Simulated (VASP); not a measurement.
Output of a VASP run:

**OUTCAR**
```
 ion  position               nearest neighbor table
   1  0.333  0.667  0.250-   4 2.41   5 2.41   4 2.41   5 2.41   4 2.41   5 2.41
   2  0.667  0.333  0.750-   3 2.41   6 2.41   3 2.41   6 2.41   3 2.41   6 2.41
   3  0.333  0.667  0.878-   2 2.41   2 2.41   2 2.41
   4  0.667  0.333  0.378-   1 2.41   1 2.41   1 2.41
   5  0.667  0.333  0.122-   1 2.41   1 2.41   1 2.41
   6  0.333  0.667  0.622-   2 2.41   2 2.41   2 2.41
  LATTYP: Found a hexagonal cell.
 ALAT       =     3.1499999810
 C/A-ratio  =     3.9111111347
 Subroutine PRICEL returns:
 Original cell was already a primitive cell.
 Subroutine GETGRP returns: Found 24 space group operations
The static configuration has the point symmetry D_3d.
 The point group associated with its full space group is D_6h.
The dynamic configuration has the point symmetry D_3d.
The overall configuration has the point symmetry D_3d.
 Subroutine INISYM returns: Found 24 space group operations
 Subroutine IBZKPT returns following result:
 Found     14 irreducible k-points:

 Following reciprocal coordinates:
            Coordinates               Weight
  0.000000  0.000000  0.000000      1.000000
  0.166667  0.000000  0.000000      6.000000
  0.333333 -0.000000  0.000000      6.000000
  0.500000  0.000000  0.000000      3.000000
  0.166667  0.166667  0.000000      6.000000
  0.333333  0.166667  0.000000     12.000000
  0.333333  0.333333  0.000000      2.000000
  0.000000  0.000000  0.500000      1.000000
  0.166667  0.000000  0.500000      6.000000
  0.333333 -0.000000  0.500000      6.000000
  0.500000  0.000000  0.500000      3.000000
  0.166667  0.166667  0.500000      6.000000
  0.333333  0.166667  0.500000     12.000000
  0.333333  0.333333  0.500000      2.000000
   k-points           NKPTS =     14   k-points in BZ     NKDIM =     14   number of bands    NBANDS=     62
   number of dos      NEDOS =    301   number of ions     NIONS =      6
   total plane-waves  NPLWV =  22680
   dimension x,y,z NGX =    18 NGY =   18 NGZ =   70
   dimension x,y,z NGXF=    36 NGYF=   36 NGZF=  140
   ions per type =               2   4
   PREC   = accura    normal or accurate (medium, high low for compatibility)
   ISTART =      0    job   : 0-new  1-cont  2-samecut
   ICHARG =      2    charge: 1-file 2-atom 10-const
   ISPIN  =      1    spin polarized calculation?
   LNONCOLLINEAR =      T non collinear calculations
   LSORBIT =      T    spin-orbit coupling
   INIWAV =      1    electr: 0-lowe 1-rand  2-diag
   ENCUT  =  300.0 eV  22.05 Ry    4.70 a.u.   4.45  4.45 17.40*2*pi/ulx,y,z
   NELM   =    100;   NELMIN=  2; NELMDL= -5     # of ELM steps
   EDIFF  = 0.1E-05   stopping-criterion for ELM
   LREAL  =      F    real-space projection
   NLSPLINE    = F    spline interpolate recip. space projectors
   LMAXMIX     =    6 max onsite mixed and CHGCAR
   VOSKOWN=      0    Vosko Wilk Nusair interpolation
   EDIFFG = 0.1E-04   stopping-criterion for IOM
   NSW    =      0    number of steps for IOM
   NBLOCK =      1;   KBLOCK =      1    inner block; outer block
   IBRION =     -1    ionic relax: 0-MD 1-quasi-New 2-CG
   NFREE  =      0    steps in history (QN), initial steepest desc. (CG)
   ISIF   =      2    stress and relaxation
   ISYM   =      2    0-nonsym 1-usesym 2-fastsym
   TEIN   =    0.0    initial temperature
   TEBEG  =    0.0;   TEEND  =   0.0 temperature during run
   SMASS  =  -3.00    Nose mass-parameter (am)
   PSTRESS=    0.0 pullay stress
   NELECT =      52.0000    total number of electrons
   EFERMI =   0.00;   METHOD = LEGACY
   ISMEAR =    -1;   SIGMA  =   0.05  broadening in eV -4-tet -1-fermi 0-gaus
   IALGO  =     38    algorithm
   LDIAG  =      T    sub-space diagonalisation (order eigenvalues)
   IMIX   =      4    mixing-type and parameters
     AMIX     =   0.40;   BMIX     =  1.00
     AMIX_MAG =   1.60;   BMIX_MAG =  1.00
     AMIN     =   0.10
   GGA     = CA    functional components
   VOSKOWN =     0    Vosko Wilk Nusair interpolation
   LHFCALC =     F    Hartree Fock is set to
...
```

OSZICAR:
```
       N       E                     dE             d eps       ncg     rms          rms(c)
DAV:   1     0.441568640791E+03    0.44157E+03   -0.21379E+04  1936   0.114E+03
DAV:   2    -0.230937575523E+02   -0.46466E+03   -0.45161E+03  2092   0.375E+02
DAV:   3    -0.556450021327E+02   -0.32551E+02   -0.32098E+02  2108   0.984E+01
DAV:   4    -0.566930795777E+02   -0.10481E+01   -0.10430E+01  2144   0.174E+01
DAV:   5    -0.567269354238E+02   -0.33856E-01   -0.33813E-01  2234   0.294E+00    0.386E+01
DAV:   6    -0.544206497756E+02    0.23063E+01   -0.13114E+01  2124   0.212E+01    0.170E+01
DAV:   7    -0.541641462252E+02    0.25650E+00   -0.40858E+00  2070   0.954E+00    0.669E+00
DAV:   8    -0.540157022670E+02    0.14844E+00   -0.63214E-01  2236   0.470E+00    0.185E+00
DAV:   9    -0.540157794466E+02   -0.77180E-04   -0.80095E-02  2250   0.136E+00    0.904E-01
DAV:  10    -0.540131457229E+02    0.26337E-02   -0.97831E-03  2208   0.623E-01    0.356E-01
DAV:  11    -0.540129469646E+02    0.19876E-03   -0.29528E-03  2328   0.340E-01    0.125E-01
DAV:  12    -0.540128956872E+02    0.51277E-04   -0.69449E-04  2174   0.152E-01    0.595E-02
DAV:  13    -0.540128881970E+02    0.74902E-05   -0.39679E-05  2218   0.441E-02    0.153E-02
DAV:  14    -0.540128887506E+02   -0.55358E-06   -0.14539E-05  2186   0.218E-02    0.105E-02
DAV:  15    -0.540128884096E+02    0.34100E-06   -0.16213E-06  1548   0.905E-03
   1 F= -.54012888E+02 E0= -.54012883E+02  d E =-.113156E-04  mag=    -0.0000    -0.0000    -0.0000
```

**OUTCAR**
```
------------------------ aborting loop because EDIFF is reached ----------------------------------------
  FORCE on cell =-STRESS in cart. coord.  units (eV):
  Direction    XX          YY          ZZ          XY          YZ          ZX
  --------------------------------------------------------------------------------------
  Total       -2.4898224     -2.4898223     -3.1189416      0.0000000      0.0000000      0.0000000
  in kB      -37.6804869    -37.6804863    -47.2014544      0.0000000      0.0000000      0.0000000
  external PRESSURE =     -40.8541425 kB  Pullay stress =       0.0000000 kB
  volume of cell :      105.87
      direct lattice vectors                 reciprocal lattice vectors
     1.575000000 -2.727980000  0.000000000     0.317460317 -0.183285801  0.000000000
     1.575000000  2.727980000  0.000000000     0.317460317  0.183285801  0.000000000
     0.000000000  0.000000000 12.320000000     0.000000000  0.000000000  0.081168831
 POSITION                                       TOTAL-FORCE (eV/Angst)
 -----------------------------------------------------------------------------------
      1.57500      0.90933      3.08000        -0.000000      0.000000      0.000000
      1.57500     -0.90933      9.24000        -0.000000     -0.000000      0.000000
      1.57500      0.90933     10.81696         0.000000      0.000000     -0.364640
      1.57500     -0.90933      4.65696         0.000000      0.000000     -0.364640
      1.57500     -0.90933      1.50304         0.000000     -0.000000      0.364640
      1.57500      0.90933      7.66304         0.000000      0.000000      0.364640
 -----------------------------------------------------------------------------------
    total drift:                               -0.000156     -0.000000     -0.000000
  FREE ENERGIE OF THE ION-ELECTRON SYSTEM (eV)
  ---------------------------------------------------
  free  energy   TOTEN  =       -54.0128884096 eV

  energy  without entropy=      -54.0128770940  energy(sigma->0) =      -54.01288275

 total charge

# of ion       s       p       d       tot
------------------------------------------
    1        2.324   6.334   3.435  12.092
    2        2.324   6.334   3.435  12.092
    3        1.358   2.353   0.000   3.711
    4        1.358   2.353   0.000   3.711
    5        1.358   2.353   0.000   3.711
    6        1.358   2.353   0.000   3.711
--------------------------------------------------
tot         10.082  22.078   6.870  39.029

 magnetization (x)

# of ion       s       p       d       tot
------------------------------------------
    1       -0.000   0.000  -0.000  -0.000
    2       -0.000   0.000  -0.000  -0.000
    3        0.000   0.000   0.000   0.000
    4        0.000  -0.000   0.000  -0.000
    5        0.000   0.000   0.000   0.000
    6        0.000   0.000   0.000   0.000
--------------------------------------------------
tot         -0.000   0.000  -0.000  -0.000

 magnetization (y)

# of ion       s       p       d       tot
------------------------------------------
    1        0.000   0.000   0.000   0.000
    2       -0.000   0.000   0.000   0.000
    3        0.000   0.000   0.000   0.000
    4       -0.000   0.000   0.000  -0.000
    5        0.000   0.000   0.000   0.000
    6        0.000   0.000   0.000   0.000
--------------------------------------------------
tot         -0.000   0.000   0.000   0.000

 magnetization (z)

# of ion       s       p       d       tot
...
```
(Selected blocks of OUTCAR.)

POSCAR:
```
WS2
1
    1.5750000000    -2.7279800000     0.0000000000
    1.5750000000     2.7279800000     0.0000000000
    0.0000000000     0.0000000000    12.3200000000
W S
2 4
Direct
  0.3333330000   0.6666670000   0.2500000000
  0.6666670000   0.3333330000   0.7500000000
  0.3333330000   0.6666670000   0.8780000000
  0.6666670000   0.3333330000   0.3780000000
  0.6666670000   0.3333330000   0.1220000000
  0.3333330000   0.6666670000   0.6220000000
```

**Question.** Write an INCAR and KPOINTS that could have produced this output.

**Answer.** Several could match; the one computed here: the input of the run itself, LDA (Ceperley-Alder, Perdew-Zunger) with spin-orbit coupling, plane waves, VASP's LDA PAW potentials (set 64).

**KPOINTS**
```
Automatic
0
gamma
  6 6 2
0 0 0
```

INCAR:
```
SYSTEM = WS2
PREC = Accurate; ENCUT = 300; LREAL = .FALSE.
LASPH = .TRUE.
EDIFF = 1E-6; NELM = 100; ALGO = Normal
LMAXMIX = 6
ISMEAR = -1; SIGMA = 0.05
GGA_COMPAT = .FALSE.
MAGMOM = 0.0 0.0 0.0 0.0 0.0 0.0 0.0 0.0 0.0 0.0 0.0 0.0 0.0 0.0 0.0 0.0 0.0 0.0
LSORBIT = .TRUE.; LNONCOLLINEAR = .TRUE.
ISIF = 2
LWAVE = .FALSE.; LCHARG = .FALSE.; LORBIT = 11
```

POTCAR, in this order: W_sv S (LDA.64 set). Program: vasp_ncl.

At this cut-off the stress carries a Pulay error, which pulls relaxed volumes low.

The structure is a typed WS2 crystal. The cell was not relaxed at this level. The run is one of a series of settings (GGA_COMPAT = .FALSE., LNONCOLLINEAR = .TRUE., LSORBIT = .TRUE., MAGMOM = 0.0 0.0 0.0 0.0 0.0 0.0 0.0 0.0 0.0 0.0 0.0 0.0 0.0 0.0 0.0 0.0 0.0 0.0, program vasp_ncl against the base run), some of them coarse on purpose.
